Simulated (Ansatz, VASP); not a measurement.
# CrAg2O4 in two plane-wave programs, part 3 of 3

One calculation is typed for both programs; each brings its own data sets. How far apart do they land? Of the first pair: The structure shown is the start of the Ansatz relaxation below; VASP solves that cell, so the two are compared at the walk's first step.

VASP 6.6.1 and Ansatz 0.2.0.

So far. Step 4 (Side by side): The forces differ by 86 meV/Å r.m.s., which is 16.1 % of the r.m.s. force of 0.536 eV/Å (both taken over all components).

## Step 6: VASP: single point, PBEsol, relaxed cell, pair 2

Level of this step: PBEsol, no spin polarisation; plane waves and PAW (Ag, Cr_pv, O) (VASP).

The same cell, functional and mesh now go to VASP, with its own data sets.

INCAR reads:

```
SYSTEM = CrAg2O4
PREC = Accurate
ENCUT = 600
EDIFF = 1E-06
NELM = 120
ISMEAR = 0
SIGMA = 0.01
LREAL = .FALSE.
ALGO = Normal
GGA = PS
NBANDS = 136
LASPH = .TRUE.
LORBIT = 11
LWAVE = .FALSE.
LCHARG = .FALSE.
ISIF = 2
GGA_COMPAT = .FALSE.
EFERMI = MIDGAP
KPAR = 4
```

POSCAR reads:

```
CrAg2O4
1.0
    9.9196723351      0.0000000000      0.0000000000
    0.0000000000      6.8721098819      0.0000000000
    0.0000000000      0.0000000000      5.4796450302
Ag Cr O
8 4 16
Direct
    0.8646910605      0.7500000000      0.5186223870
    0.6353089395      0.2500000000      0.0186223870
    0.3646910605      0.7500000000      0.9813776130
    0.1353089395      0.2500000000      0.4813776130
    0.5000000000      0.0000000000      0.5000000000
    0.0000000000      0.0000000000      0.0000000000
    0.0000000000      0.5000000000      0.0000000000
    0.5000000000      0.5000000000      0.5000000000
    0.6824380879      0.7500000000      0.0310896055
    0.8175619121      0.2500000000      0.5310896055
    0.1824380879      0.7500000000      0.4689103945
    0.3175619121      0.2500000000      0.9689103945
    0.3871314034      0.0533059271      0.8445442060
    0.1128685966      0.9466940729      0.3445442060
    0.8871314034      0.4466940729      0.6554557940
    0.6128685966      0.5533059271      0.1554557940
    0.6128685966      0.9466940729      0.1554557940
    0.8871314034      0.0533059271      0.6554557940
    0.1128685966      0.5533059271      0.3445442060
    0.3871314034      0.4466940729      0.8445442060
    0.8484871093      0.7500000000      0.0939272936
    0.6515128907      0.2500000000      0.5939272936
    0.3484871093      0.7500000000      0.4060727064
    0.1515128907      0.2500000000      0.9060727064
    0.6529290584      0.7500000000      0.7343396885
    0.8470709416      0.2500000000      0.2343396885
    0.1529290584      0.7500000000      0.7656603115
    0.3470709416      0.2500000000      0.2656603115
```

KPOINTS reads:

```
Automatic mesh
0
Gamma
2 3 3
0 0 0
```

PAW data sets: Ag, Cr_pv and O (PBE family, release 64).

The run is started by

```sh
$ mpirun -np 4 vasp_std
```

Numbers of over 12 decimals in the logs are rounded to 6 here.

What it wrote:

```text
[banner, memory and clock lines left out]
running    4 mpi-ranks, on    1 nodes
[...]
[... a notice as in an earlier step ...]

 [... a notice as in an earlier step ...]

 LDA part: xc-table for (Slater+PW92), standard interpolation
 POSCAR, INCAR and KPOINTS ok, starting setup
[...]
entering main loop
       N       E                     dE             d eps       ncg     rms          rms(c)
DAV:   1     0.268576609127E+04    0.26858E+04   -0.13409E+05  2248   0.195E+03
DAV:   2     0.119229224709E+03   -0.25665E+04   -0.24301E+04  2288   0.498E+02
DAV:   3    -0.215187177221E+03   -0.33442E+03   -0.32728E+03  2688   0.175E+02
DAV:   4    -0.231930111968E+03   -0.16743E+02   -0.16625E+02  2736   0.376E+01
[...]
DAV:  19    -0.180200963171E+03    0.81853E-05   -0.96587E-06  2624   0.231E-02    0.580E-02
DAV:  20    -0.180200959232E+03    0.39390E-05   -0.12184E-05  2600   0.145E-02    0.131E-02
DAV:  21    -0.180200958863E+03    0.36873E-06   -0.20995E-06  1520   0.662E-03
   1 F= -.18020096E+03 E0= -.18020096E+03  d E =0.000000E+00
```

From OUTCAR (step 6):

```text
  Total        0.3249787      0.3620646      0.5463823      0.0000000     -0.0000000      0.0000000
  in kB        1.3938810      1.5529477      2.3435130      0.0000000     -0.0000000      0.0000000
  external PRESSURE =       1.7634472 kB  Pullay stress =       0.0000000 kB

 POSITION                                       TOTAL-FORCE (eV/Angst)
 -----------------------------------------------------------------------------------
      8.57745      5.15408      2.84187        -0.000909      0.000000      0.004383
      6.30206      1.71803      0.10204         0.000909      0.000000      0.004383
      3.61762      5.15408      5.37760        -0.000909      0.000000     -0.004383
      1.34222      1.71803      2.63778         0.000909      0.000000     -0.004383
      4.95984      0.00000      2.73982         0.000000      0.000000      0.000000
      0.00000      0.00000      0.00000         0.000000      0.000000      0.000000
      0.00000      3.43605      0.00000         0.000000      0.000000      0.000000
      4.95984      3.43605      2.73982         0.000000      0.000000      0.000000
      6.76956      5.15408      0.17036         0.034312      0.000000      0.023358
      8.10995      1.71803      2.91018        -0.034312      0.000000      0.023358
      1.80973      5.15408      2.56946         0.034312      0.000000     -0.023358
      3.15011      1.71803      5.30929        -0.034312      0.000000     -0.023358
      3.84022      0.36632      4.62780         0.071680     -0.135884     -0.071130
      1.11962      6.50579      1.88798        -0.071680      0.135884     -0.071130
[...]
-----------------------------------------------------------------------------------
    total drift:                               -0.000000      0.000000      0.000000

  FREE ENERGIE OF THE ION-ELECTRON SYSTEM (eV)
  ---------------------------------------------------
  free  energy   TOTEN  =      -180.2009588632 eV

  energy  without entropy=     -180.2009588632  energy(sigma->0) =     -180.20095886

[... 1 part as in an earlier step ...]

[... 2 further parts left out ...]
[key lines of the parts left out:]
E-fermi :   4.4524
```

The run ends at a pressure of 0.18 GPa, with forces up to 0.19 eV/Å.

## Step 7: Side by side

What differs besides the data sets and the points named for the pairs above, as far as they apply: the data sets hold 304 valence electrons in Ansatz (on its default PAW (the set named soft_2) files) and 232 in VASP; the cutoff is 420 eV in Ansatz and 600 eV in VASP; Ansatz's pressure holds a Pulay correction, VASP's none. Total energies have different zeros and are not compared.

Compared:

| quantity | Ansatz | VASP | difference |
| --- | --- | --- | --- |
| pressure (GPa) | 0.03 | 0.18 | -0.15 |
| gap on the k mesh (eV) | 1.151 | 1.136 | +0.015 |

Forces on 7 of the 28 atoms, those with the largest forces and the largest differences (eV/Å; atoms numbered as in POSCAR):

| atom | Ansatz x, y, z | VASP x, y, z |
| --- | --- | --- |
| O13 | 0.000, 0.000, -0.001 | 0.072, -0.136, -0.071 |
| O14 | 0.000, 0.000, -0.001 | -0.072, 0.136, -0.071 |
| O15 | 0.000, 0.000, 0.001 | 0.072, 0.136, 0.071 |
| O25 | -0.003, 0.000, -0.001 | -0.037, 0.000, -0.190 |
| O26 | 0.003, 0.000, -0.001 | 0.037, 0.000, -0.190 |
| O27 | -0.003, 0.000, 0.001 | -0.037, 0.000, 0.190 |
| O28 | 0.003, 0.000, 0.001 | 0.037, 0.000, 0.190 |

The forces differ by 75 meV/Å r.m.s., where the r.m.s. force is 0.001 eV/Å in Ansatz and 0.076 eV/Å in VASP: the atoms lie near their places of rest in Ansatz, so a percentage would say little (all taken over all components). A gap on the mesh is an upper bound, since the band edges may lie between its points.

## Step 8: Ansatz: relaxation, LDA

The two programs are compared at the cell with which this relaxation starts, whose forces are those of its first step. The cell compared in this pair holds 391.86 Å³, against 373.54 Å³ for the pair before.

The structure compared here is the start of the Ansatz relaxation; VASP solves that cell, so the two are compared at the walk's first step.

input.yaml reads:

```yaml
crystal:
  lattice:
    - [10.063, 0.0, 0.0]
    - [0.0, 7.029, 0.0]
    - [0.0, 0.0, 5.54]
  atoms:
    - { symbol: Ag, position: [0.866, 0.75, 0.4967] }
    - { symbol: Ag, position: [0.634, 0.25, 0.9967] }
    - { symbol: Ag, position: [0.366, 0.75, 0.0033] }
    - { symbol: Ag, position: [0.134, 0.25, 0.5033] }
    - { symbol: Ag, position: [0.5, 0.0, 0.5] }
    - { symbol: Ag, position: [0.0, 0.0, 0.0] }
    - { symbol: Ag, position: [0.0, 0.5, 0.0] }
    - { symbol: Ag, position: [0.5, 0.5, 0.5] }
    - { symbol: Cr, position: [0.6839, 0.75, 0.0161] }
    - { symbol: Cr, position: [0.8161, 0.25, 0.5161] }
    - { symbol: Cr, position: [0.1839, 0.75, 0.4839] }
    - { symbol: Cr, position: [0.3161, 0.25, 0.9839] }
    - { symbol: O, position: [0.3845, 0.0647, 0.8583] }
    - { symbol: O, position: [0.1155, 0.9353, 0.3583] }
    - { symbol: O, position: [0.8845, 0.4353, 0.6417] }
    - { symbol: O, position: [0.6155, 0.5647, 0.1417] }
    - { symbol: O, position: [0.6155, 0.9353, 0.1417] }
    - { symbol: O, position: [0.8845, 0.0647, 0.6417] }
    - { symbol: O, position: [0.1155, 0.5647, 0.3583] }
    - { symbol: O, position: [0.3845, 0.4353, 0.8583] }
    - { symbol: O, position: [0.8494, 0.75, 0.0677] }
    - { symbol: O, position: [0.6506, 0.25, 0.5677] }
    - { symbol: O, position: [0.3494, 0.75, 0.4323] }
    - { symbol: O, position: [0.1506, 0.25, 0.9323] }
    - { symbol: O, position: [0.6498, 0.75, 0.7211] }
    - { symbol: O, position: [0.8502, 0.25, 0.2211] }
    - { symbol: O, position: [0.1498, 0.75, 0.7789] }
    - { symbol: O, position: [0.3502, 0.25, 0.2789] }
kpoints:
  mp_grid: { grid: [2, 3, 3] }
scf:
  occupations: { method: fixed }
hamiltonian:
  xc: lda
relax:
  f_tol: 0.01
  max_steps: 90
  cell: {}
output:
  forces: true
```

The run is started by

```sh
$ ansatz run input.yaml --threads 4 --pin off --max-ram 24576MiB --backend cpu --events-out ev --progress --plain --runs-dir out
```

What it wrote:

```text
[...]
Crystal: 28 atoms, lattice volume = 391.860 Å³
Basis set: ecut = 420 eV, 7641 PW (Γ)
Bands: 183, of which v1, the nominal top of the filled ones, is band 152 counted from 1 (151 counted from 0)
Symmetry: 8 space group operations
[...]
k-points: 8 of 18
[...]
- { symbol: O, position: [0.612427, 0.948776, 0.153645] }
    - { symbol: O, position: [0.887573, 0.051224, 0.653645] }
    - { symbol: O, position: [0.112427, 0.551224, 0.346355] }
    - { symbol: O, position: [0.387573, 0.448776, 0.846355] }
[...]
- { symbol: O, position: [0.651106, 0.75, 0.725494] }
    - { symbol: O, position: [0.848894, 0.25, 0.225494] }
    - { symbol: O, position: [0.151106, 0.75, 0.774506] }
    - { symbol: O, position: [0.348894, 0.25, 0.274506] }
[key lines of the parts left out:]
SCF converged after 8 iterations
Free energy (F): -81829.728250 eV
Fermi energy:    10.019850 eV
P = ⅓ Tr σ = 0.0003 GPa (0.003 kbar)
```

## Step 9: VASP: single point, LDA, start cell

The same cell, functional (in two slightly different forms) and mesh now go to VASP, with its own data sets.

Changes to INCAR since step 6:

```diff
@@ -2,3 +2,3 @@
 PREC = Accurate
-ENCUT = 600
+ENCUT = 520
 EDIFF = 1E-06
@@ -9,3 +9,3 @@
 ALGO = Normal
-GGA = PS
+GGA = PW92
 NBANDS = 136
```

POSCAR reads:

```
CrAg2O4
1.0
   10.0630000000      0.0000000000      0.0000000000
    0.0000000000      7.0290000000      0.0000000000
    0.0000000000      0.0000000000      5.5400000000
Ag Cr O
8 4 16
Direct
    0.8660000000      0.7500000000      0.4967000000
    0.6340000000      0.2500000000      0.9967000000
    0.3660000000      0.7500000000      0.0033000000
    0.1340000000      0.2500000000      0.5033000000
    0.5000000000      0.0000000000      0.5000000000
    0.0000000000      0.0000000000      1.0000000000
    0.0000000000      0.5000000000      1.0000000000
    0.5000000000      0.5000000000      0.5000000000
    0.6839000298      0.7500000000      0.0161000000
    0.8160999702      0.2500000000      0.5161000000
    0.1839000298      0.7500000000      0.4839000000
    0.3160999702      0.2500000000      0.9839000000
    0.3844999752      0.0646999573      0.8583000000
    0.1155000248      0.9353000427      0.3583000000
    0.8844999752      0.4353000427      0.6417000000
    0.6155000248      0.5646999573      0.1417000000
    0.6155000248      0.9353000427      0.1417000000
    0.8844999752      0.0646999573      0.6417000000
    0.1155000248      0.5646999573      0.3583000000
    0.3844999752      0.4353000427      0.8583000000
    0.8493999801      0.7500000000      0.0677000000
    0.6506000199      0.2500000000      0.5677000000
    0.3493999801      0.7500000000      0.4323000000
    0.1506000199      0.2500000000      0.9323000000
    0.6497999603      0.7500000000      0.7211000000
    0.8502000397      0.2500000000      0.2211000000
    0.1497999603      0.7500000000      0.7789000000
    0.3502000397      0.2500000000      0.2789000000
```

KPOINTS is that of step 6.

PAW data sets: Ag, Cr_pv and O (LDA family, release 64).

The run is started by

```sh
$ mpirun -np 4 vasp_std
```

What it wrote:

```text
[banner, memory and clock lines left out]
running    4 mpi-ranks, on    1 nodes
[...]
[... a notice as in an earlier step ...]

 [... a notice as in an earlier step ...]

 LDA part: xc-table for (Slater(with rela. corr.)+PW92), standard interpolation
 POSCAR, INCAR and KPOINTS ok, starting setup
[...]
entering main loop
       N       E                     dE             d eps       ncg     rms          rms(c)
DAV:   1     0.245722498926E+04    0.24572E+04   -0.12375E+05  2312   0.174E+03
DAV:   2     0.732666958796E+02   -0.23840E+04   -0.22460E+04  2304   0.460E+02
DAV:   3    -0.230305721249E+03   -0.30357E+03   -0.29847E+03  2632   0.163E+02
DAV:   4    -0.244153156341E+03   -0.13847E+02   -0.13753E+02  2784   0.341E+01
[...]
DAV:  18    -0.191134300988E+03   -0.14145E-05   -0.20481E-05  3000   0.181E-02    0.241E-02
DAV:  19    -0.191134299954E+03    0.10338E-05   -0.30723E-06  1952   0.863E-03    0.116E-02
DAV:  20    -0.191134299818E+03    0.13563E-06   -0.24254E-06  1736   0.507E-03
   1 F= -.19113430E+03 E0= -.19113430E+03  d E =0.000000E+00
```

Parts of OUTCAR (step 9):

```text
  Total      -15.0547948    -10.7025789    -17.7235293      0.0000000      0.0000000      0.0000000
  in kB      -61.5537678    -43.7590856    -72.4652859      0.0000000      0.0000000      0.0000000
  external PRESSURE =     -59.2593797 kB  Pullay stress =       0.0000000 kB

 POSITION                                       TOTAL-FORCE (eV/Angst)
 -----------------------------------------------------------------------------------
      8.71456      5.27175      2.75172        -0.084183      0.000000      0.141587
      6.37994      1.75725      5.52172         0.084183      0.000000      0.141587
      3.68306      5.27175      0.01828        -0.084183      0.000000     -0.141587
      1.34844      1.75725      2.78828         0.084183      0.000000     -0.141587
      5.03150      0.00000      2.77000         0.000000      0.000000      0.000000
      0.00000      0.00000      0.00000         0.000000      0.000000      0.000000
      0.00000      3.51450      0.00000         0.000000      0.000000      0.000000
      5.03150      3.51450      2.77000         0.000000      0.000000      0.000000
      6.88209      5.27175      0.08919         0.512598      0.000000     -1.139245
      8.21241      1.75725      2.85919        -0.512598      0.000000     -1.139245
      1.85059      5.27175      2.68081         0.512598      0.000000      1.139245
      3.18091      1.75725      5.45081        -0.512598      0.000000      1.139245
      3.86922      0.45478      4.75498         0.433161     -1.244353     -0.412418
      1.16228      6.57422      1.98498        -0.433161      1.244353     -0.412418
[...]
-----------------------------------------------------------------------------------
    total drift:                                0.000000      0.000000      0.000000

  FREE ENERGIE OF THE ION-ELECTRON SYSTEM (eV)
  ---------------------------------------------------
  free  energy   TOTEN  =      -191.1342998185 eV

  energy  without entropy=     -191.1342998185  energy(sigma->0) =     -191.13429982

[... 2 parts as in an earlier step ...]

[... 1 further part left out ...]
[key lines of the parts left out:]
E-fermi :   3.6806
```

The run ends at a pressure of -5.93 GPa, with forces up to 1.4 eV/Å.

## Step 10: Comparison

What differs besides the data sets and the points named for the pairs above, as far as they apply: the data sets hold 304 valence electrons in Ansatz (on its default PAW (the set named soft_2) files) and 232 in VASP; VASP's log shows a relativistic correction to its local exchange, Ansatz's none. Total energies have different zeros and are not compared.

Forces on 7 of the 28 atoms, those with the largest forces and the largest differences (eV/Å; atoms numbered as in POSCAR):

| atom | Ansatz x, y, z | VASP x, y, z |
| --- | --- | --- |
| O13 | 0.285, -0.970, -0.263 | 0.433, -1.244, -0.412 |
| O14 | -0.285, 0.970, -0.263 | -0.433, 1.244, -0.412 |
| O15 | 0.285, 0.970, 0.263 | 0.433, 1.244, 0.412 |
| O16 | -0.285, -0.970, 0.263 | -0.433, -1.244, 0.412 |
| O18 | 0.285, -0.970, 0.263 | 0.433, -1.244, 0.412 |
| O19 | -0.285, -0.970, -0.263 | -0.433, -1.244, -0.412 |
| O20 | 0.285, 0.970, -0.263 | 0.433, 1.244, -0.412 |

The forces differ by 135 meV/Å r.m.s., which is 26.1 % of the r.m.s. force of 0.516 eV/Å (both taken over all components).

## Step 11: Summary of results

* r.m.s. force difference (single point, PBEsol, start cell, pair 1): 16 % of the r.m.s. force
* r.m.s. force difference (single point, PBEsol, relaxed cell, pair 2): 75 meV/Å
* r.m.s. force difference (single point, LDA, start cell): 26 % of the r.m.s. force

**Reading.** The r.m.s. force difference is 26 % of the r.m.s. force (single point, LDA, start cell), beyond the 3 % picked in this series as the mark of a large difference. The data sets hold unlike numbers of valence electrons (304 in Ansatz and 232 in VASP), so part of the differences comes from the potentials. What causes the difference of the single point, PBEsol, start cell, pair 1 pair stays open here. What causes the difference of the single point, PBEsol, relaxed cell, pair 2 pair stays open here. What causes the difference of the single point, LDA, start cell pair stays open here. How closely two codes agree says nothing of how well the functional describes the real material.

[Lines on the potential files, build, host, timing and source positions are cut from VASP's logs without a mark.]

[Logs are printed without paths, hosts, clocks, repeated set-up lines and the standing remarks that a program may print on its own settings, such as how far it seeks lower states.]

[Hosts, paths, dates, database ids (printed as entryN), source tags and the programs' standing remarks are cut or masked in the printed files.]
